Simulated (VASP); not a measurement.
An input for Quantum ESPRESSO's pw.x (written as the equivalent of a VASP run, and not itself run):

```
&CONTROL
  calculation = 'vc-relax'
  pseudo_dir = './pseudo'
  outdir = './out'
  tprnfor = .true.
  tstress = .true.
  nstep = 60
  forc_conv_thr = 0.00078
/
&SYSTEM
  ibrav = 0
  nat = 4
  ntyp = 2
  ecutwfc = 78
  occupations = 'smearing'
  smearing = 'methfessel-paxton'
  degauss = 0.00735
  input_dft = 'pbe'
  vdw_corr = 'grimme-d3'
  dftd3_version = 3
  dftd3_threebody = .false.
/
&ELECTRONS
  conv_thr = 7.3e-08
  electron_maxstep = 100
/
&IONS
/
&CELL
/
ATOMIC_SPECIES
  Sc 44.956 Sc.upf
  Al 26.982 Al.upf
CELL_PARAMETERS angstrom
     4.0650301    0.0000000    0.0000000
    -0.0000000    4.0650301    0.0000000
    -0.0000000   -0.0000000    4.0650301
ATOMIC_POSITIONS crystal
  Sc   0.0000000  0.0000000  0.0000000
  Al   0.0000000  0.5000000  0.5000000
  Al   0.5000000  0.0000000  0.5000000
  Al   0.5000000  0.5000000  0.0000000
K_POINTS automatic
  7 7 7 0 0 0
```

Question: Translate this input to VASP (INCAR, KPOINTS, POSCAR, choice of POTCAR).

Answer: This is not unique; one that fits is 
File POSCAR:
```
Al3Sc
1.0
  4.0650300619   0.0000000000   0.0000000000
  0.0000000000   4.0650300619   0.0000000000
  0.0000000000   0.0000000000   4.0650300619
Sc Al
1 3
Cartesian
  0.0000000000   0.0000000000   0.0000000000
  0.0000000000   2.0325150309   2.0325150309
  2.0325150309   0.0000000000   2.0325150309
  2.0325150309   2.0325150309   0.0000000000
```

INCAR:
```
! general
SYSTEM  = Al3Sc
PREC    = Accurate
ENCUT   = 520
LREAL   = .FALSE.
LASPH   = .TRUE.

! electronic loop
EDIFF   = 1E-6
NELM    = 100
ALGO    = Normal
LMAXMIX = 4

! smearing
ISMEAR  = 1
SIGMA   = 0.1

! functional
GGA     = PE
IVDW    = 11

! ions
IBRION  = 2
NSW     = 60
ISIF    = 3
EDIFFG  = -0.02

! output
LWAVE   = .FALSE.
LCHARG  = .FALSE.
```

**KPOINTS**
```
Automatic mesh
0
Gamma
7 7 7
0 0 0
```

POTCAR, in this order: Sc_sv Al (PBE.64 set). Program: vasp_std.

Limits of the translation: the potentials are each code's own (VASP's PAW set, PseudoDojo norm-conserving files in pw.x), so ENCUT and ecutwfc are chosen apart and not converted; conv_thr bounds pw.x's estimated SCF error, while EDIFF bounds the energy change between steps; forc_conv_thr acts on force components and is met together with etot_conv_thr.

The compound is Al3Sc in the L1_2 structure. It was relaxed first. The start is the result of an earlier pass.
